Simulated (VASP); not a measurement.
GaC3, 4 atoms in the cell. It takes space group Pm-3m (No. 221, cubic). The conventional cell has a = 3.319 Å, b = 3.319 Å, c = 3.319 Å, α = 90.00°, β = 90.00°, γ = 90.00°. Ga (site symmetry m-3m) is surrounded by 12 C at 2.35 Å. Around C (site symmetry 4/mmm) lie 4 Ga at 2.35 Å and 8 C at 2.35 Å. The cell comes from a database or a generator and needn't be the stable form of this composition.

* Program: VASP 6.6.1
* Task: single point
* Functional: PBE
* Potentials or basis: VASP PAW PBE potentials, release 64 (Ga_d, C)
* Cutoff: 520 eV
* k mesh: 4 × 4 × 4
* Occupations: fermi-dirac, width 0.1 eV
* Spin: no spin polarisation
* Dipole correction: no
* Further INCAR settings: ALGO = Normal; EDIFF = 1e-06; NBANDS = 20

Potentials or basis: VASP PAW PBE potentials, release 64 (Ga_d, C).

Run with:

```console
$ cat potpaw_PBE.64/Ga_d/POTCAR potpaw_PBE.64/C/POTCAR > POTCAR
$ mpirun -np 1 vasp_std > vasp.out
```

Hardware: 1 thread of Intel(R) Xeon(R) Platinum 8259CL CPU @ 2.50GHz (Skylake/Cascade Lake) (shared host).

Task: How long does it take, and how much memory?

Result: Wall time 9.7 s on 1 thread of Intel(R) Xeon(R) Platinum 8259CL CPU @ 2.50GHz (Skylake/Cascade Lake), on a shared host, peak memory 0.15 GiB. Counts: scf iterations 12, k points 10.
